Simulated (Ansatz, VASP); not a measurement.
**Two plane-wave programs on Ta2Ru3**

```
Ta Ru
1.0
     2.75696    0.00000    0.00000
    -1.37848    2.38759    0.00000
     0.00000    0.00000   22.37123
Ta Ru
4 6
Direct
  0.33333 0.66667 0.00000
  0.66667 0.33333 0.10000
  0.66667 0.33333 0.50000
  0.66667 0.33333 0.90000
  0.33333 0.66667 0.20000
  0.33333 0.66667 0.40000
  0.33333 0.66667 0.60000
  0.33333 0.66667 0.80000
  0.66667 0.33333 0.30000
  0.66667 0.33333 0.70000
```

Alike in both runs: task single point; functional PBE; k mesh 6 × 6 × 1; occupations gaussian, width 0.1 eV; no spin polarisation.

|  | VASP | Ansatz |
| --- | --- | --- |
| version | VASP 6.6.1 | Ansatz 0.2.0 |
| potentials or method | VASP PAW PBE potentials, release 64 (Ta_pv, Ru_pv) | scalar-relativistic, plane waves, PAW |
| plane-wave cutoff (eV) | 520 | 420 |
| valence electrons in the cell | 128 | 148 |

VASP gave:

- gap on the k mesh at the Fermi level (eV): none
- pressure (GPa): 18.2
- largest component of the traceless stress (GPa): 0.86
- rms of the force components (eV/Å): 0.919

Task: Estimate Ansatz's values.

Result: gap on the k mesh at the Fermi level (eV): none; pressure (GPa): 17.9; largest component of the traceless stress (GPa): 0.90; rms of the force components (eV/Å): 0.913.

Atom by atom the forces differ by 0.010 eV/Å (rms over components). A gap of «none» marks a metal or a gap that the smearing closes. The two sets of potentials don't hold the same shells in valence.

Caveats: the k mesh is coarse (spacing up to 0.44 Å⁻¹), so the values aren't converged; so large a pressure means that the cell lies far from this level's equilibrium, or that cutoff or potentials fall short (VASP); forces of over 1 eV/Å show positions far from the minimum, so gaps and moduli don't describe the material at rest. The runs have no spin-orbit coupling, so splittings on Ta are missing.
